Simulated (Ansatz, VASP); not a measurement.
**One calculation of ZnPb2N2, two programs**

```
Pb Zn N
1.0
     3.67365    0.00000    0.00000
    -1.83682    3.18147    0.00000
     0.00000    0.00000    9.26716
Pb Zn N
2 1 2
Direct
  0.32836 0.65063 0.81535
  0.67081 0.35146 0.18824
  0.98186 0.99169 0.49785
  0.99133 0.99476 0.30397
  0.00965 0.00578 0.69106
```

Change from the starting cell: atoms moved at random, drawn with an rms of 0.05 Å.

Alike in both runs: task single point; functional PBE; k mesh 8 × 8 × 3; occupations fermi-dirac, width 0.05 eV; no spin polarisation.

|  | VASP | Ansatz |
| --- | --- | --- |
| version | VASP 6.6.1 | Ansatz 0.2.0 |
| potentials or method | VASP PAW PBE potentials, release 64 (Pb_d, Zn, N) | Ansatz PAW |
| plane-wave cutoff (eV) | 520 | 420 |
| valence electrons in the cell | 50 | 50 |

VASP gave:

| Property | Result |
| --- | --- |
| gap on the k mesh at the Fermi level (eV) | 0.69 |
| least direct gap on the mesh (eV) | 1.13 |
| pressure (GPa) | 0.4 |
| largest component of the traceless stress (GPa) | 2.45 |
| rms of the force components (eV/Å) | 0.470 |

Q: Estimate Ansatz's values.

A: gap on the k mesh at the Fermi level (eV): 0.71; least direct gap on the mesh (eV): 1.14; pressure (GPa): 0.1; largest component of the traceless stress (GPa): 1.96; rms of the force components (eV/Å): 0.436.

Atom by atom the forces differ by 0.045 eV/Å (rms over components).

Caveats: spin-orbit coupling is left out, which as a rule narrows the gap of such compounds by several tenths of an eV; an odd mesh through Γ misses points on the zone boundary, where band edges often lie (VASP); odd divisions of the mesh miss points on the zone boundary, where band edges often lie, so the gap on the mesh can be too wide (Ansatz).
